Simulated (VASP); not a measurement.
Here is the system:

```
RuP
1.0
    3.42584     0.00000     0.00000
   -1.71292     2.96686     0.00000
    0.00000     0.00000     5.38042
Ru P
2 2
Cartesian
  0.00000   0.00000   0.00000
  0.00000   0.00000   2.69021
  0.00000   1.97791   1.34511
  1.71292   0.98895   4.03532
```

Method: LDA (Ceperley-Alder, Perdew-Zunger), VASP's LDA PAW potentials (set 64) (plane waves; VASP 6.6.1). Run with 400 eV cut-off, 12×12×7 Γ-centred mesh, tetrahedra with Blöchl corrections, potentials Ru_pv P.

The cores are frozen, which limits the accuracy of field gradients.

Question: Give the principal components of the electric field gradient (V/Å²) and the asymmetry η at each nucleus.

Answer: 
```
atom   Vxx   Vyy    Vzz     η
----  ----  ----  -----  ----
Ru1   25.7  25.7  -51.5  0.00
Ru2   25.7  25.7  -51.5  0.00
P3    -9.3  -9.3   18.7  0.00
P4    -9.3  -9.3   18.7  0.00
```

The structure was generated: RuP was put into the NiAs type type (P6_3/mmc), which need not be its known phase. It was relaxed first, which changed the volume by -31 %.
